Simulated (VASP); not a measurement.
Given:

```xyz
2
Lattice="3.0101 0.0000 0.0000 0.0000 3.0101 0.0000 0.0000 0.0000 4.5438" Properties=species:S:1:pos:R:3 pbc="T T T"
Mg     0.0000     0.0000     0.0000
Zr     1.5050     1.5050     2.2719
```

Computed with LDA (Ceperley-Alder, Perdew-Zunger) with spin-orbit coupling, VASP's LDA PAW potentials (set 64) (plane waves; VASP 6.6.1). Settings: 400 eV cut-off, 11×11×7 Γ-centred mesh, Gaussian smearing of 0.050 eV, potentials Mg Zr_sv.

Task: Give the energies of bands 9 to 21 at the high-symmetry points, in eV from the Fermi level.

Result: 
| band | Γ | X | M | Z | R | A |
|---|---|---|---|---|---|---|
| 9 | -6.33 | -2.80 | -2.76 | -4.41 | -3.18 | -2.49 |
| 10 | -6.33 | -2.80 | -2.76 | -4.41 | -3.18 | -2.49 |
| 11 | -1.84 | -1.64 | -0.07 | -4.10 | -1.17 | -1.23 |
| 12 | -1.84 | -1.64 | -0.07 | -4.10 | -1.17 | -1.23 |
| 13 | -1.17 | -1.40 | -0.03 | -1.07 | -0.61 | -1.21 |
| 14 | -1.17 | -1.40 | -0.03 | -1.07 | -0.61 | -1.21 |
| 15 | 1.14 | -0.33 | 0.36 | 0.74 | 0.71 | 2.95 |
| 16 | 1.14 | -0.33 | 0.36 | 0.74 | 0.71 | 2.95 |
| 17 | 3.31 | 2.47 | 1.77 | 2.99 | 1.77 | 3.69 |
| 18 | 3.31 | 2.47 | 1.77 | 2.99 | 1.77 | 3.69 |
| 19 | 3.37 | 3.95 | 1.88 | 3.05 | 2.49 | 4.01 |
| 20 | 3.37 | 3.95 | 1.88 | 3.05 | 2.49 | 4.01 |
| 21 | 5.18 | 5.43 | 6.58 | 5.19 | 3.68 | 5.07 |

It has no gap at this level: it comes out as a metal or semimetal.

The structure comes from a computed database's MgZr entry (P4/mmm); how it stands against other phases isn't given here. It was relaxed first, which changed the volume by -7 %.
